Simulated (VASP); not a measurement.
Here is the system:

```yaml
crystal:
  lattice:
    - [4.08957, -6.97558, 0.00000]
    - [1.99812, 3.46085, 0.00000]
    - [0.00000, 0.00000, 6.52047]
  atoms:
    - { symbol: Zn, position: [0.32709, 0.32709, 0.50148] }
    - { symbol: Zn, position: [0.17291, 0.67291, 0.00148] }
    - { symbol: S, position: [0.31422, 0.31422, 0.86668] }
    - { symbol: S, position: [0.18578, 0.68578, 0.36668] }
    - { symbol: S, position: [0.85543, 0.35543, 0.88826] }
    - { symbol: S, position: [0.64457, 0.64457, 0.38826] }
    - { symbol: Cd, position: [0.84270, 0.34270, 0.49759] }
    - { symbol: Cd, position: [0.65730, 0.65730, 0.99759] }
```

The numbers are results of modified Becke-Johnson potential (mBJ), VASP's PBE PAW potentials (set 64) (plane waves; VASP), not measurements. Numerical set-up: 400 eV cut-off, 4×6×4 Γ-centred mesh, Gaussian smearing of 0.050 eV, potentials Zn S Cd.

mBJ is a potential without an energy functional, so only the levels count.

Task: Estimate the band gap (over mesh and band path) with the smallest direct gap where there is one.

Result: 
```json
{
  "band gap (over mesh and band path)": "2.94 eV",
  "smallest direct gap (over mesh and band path)": "2.94 eV"
}
```

Only differences to runs with the same potentials and settings are physical.

The structure was generated: Cd2Zn2S4 was put into an ordered model structure (Pmn2_1), which need not be its known phase. It was relaxed first. The cell's shape comes from a PBE relaxation.
